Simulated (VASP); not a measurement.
Consider the following.

```yaml
crystal:
  lattice:
    - [0.00000, 3.05569, 3.05569]
    - [3.05569, 0.00000, 3.05569]
    - [3.05569, 3.05569, 0.00000]
  atoms:
    - { symbol: In, position: [0.00000, 0.00000, 0.00000] }
    - { symbol: As, position: [0.25000, 0.25000, 0.25000] }
```

All values below come from PBE GGA with D4 dispersion, VASP's PBE PAW potentials (set 64) (plane waves; VASP 6.6.1). Run with 520 eV cut-off, 12×12×12 Γ-centred mesh, tetrahedra with Blöchl corrections, potentials In_d As.

Unless said otherwise, spin-orbit coupling is left out, though it shifts the bands of the heavy elements here.

Problem. Estimate the energy per atom (σ→0), band gap (on the k-mesh) with the smallest direct gap where there is one.

Solution. 
| Item | Value |
|---|---|
| band gap (on the k-mesh) | none (metal, semimetal or under 0.01 eV) |
| energy per atom (σ→0) | -4.188 eV/atom |

Only differences to runs with the same potentials and settings are physical.

The compound is InAs in the zinc blende structure. It was relaxed first.
